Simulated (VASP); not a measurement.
VASP input:

**KPOINTS**
```
Automatic mesh
0
Gamma
10 10 10
0 0 0
```

**INCAR**
```
ISIF = 2   # forces and stress, cell fixed
LASPH = T
LMAXMIX = 4   # l cut-off of mixed one-centre charges
LREAL = F   # projection in real space or not
ALGO = Normal
SIGMA = 0.1
LCHARG = F
PREC = Accurate
ISMEAR = 1
LMIXTAU = T
EDIFF = 1E-7   # SCF stop (eV)
LWAVE = F
SYSTEM = AgAs
ENCUT = 480   # plane-wave cut-off (eV)
METAGGA = R2SCAN
NELM = 100   # most electronic steps
```

**POSCAR**
```
AgAs
1
    3.3387446780     0.0000000000     0.0000000000
    0.0000000000     3.3387446780     0.0000000000
    0.0000000000     0.0000000000     3.3220509546
Ag As
1 1
Direct
  0.0000000000   0.0000000000   0.0000000000
  0.5000000000   0.5000000000   0.5000000000
```

POTCAR, in this order: Ag As (PBE.64 set). Program: vasp_std.

**Question.** Write an equivalent input for Ansatz.

**Answer.** One equivalent input (not run):
Ansatz 0.2 input:
```yaml
crystal:
  lattice:
    - [3.3387447, 0.0000000, 0.0000000]
    - [0.0000000, 3.3387447, 0.0000000]
    - [0.0000000, 0.0000000, 3.3220510]
  atoms:
    - { symbol: Ag, position: [0.0000000, 0.0000000, 0.0000000] }
    - { symbol: As, position: [0.5000000, 0.5000000, 0.5000000] }
kpoints:
  mp_grid: { grid: [10, 10, 10] }
hamiltonian:
  xc: r2scan
  pseudopotentials: { kind: paw }
scf:
  occupations: { method: methfessel_paxton, width: 0.1 }
  max_iter: 100
output: { forces: true, stress: true, eigenvalues: true }
```
What does not carry over: each code has its own PAW files, so the cut-off isn't converted (ENCUT is set for VASP's; basis.ecutwfc is left out, and Ansatz then takes the one that its files recommend); Ansatz stops its SCF on the density residual and VASP on the energy change (EDIFF).

The structure was generated: AgAs was put into the CsCl type (Pm-3m), which need not be its known phase. This cell was strained or had an atom moved on purpose.
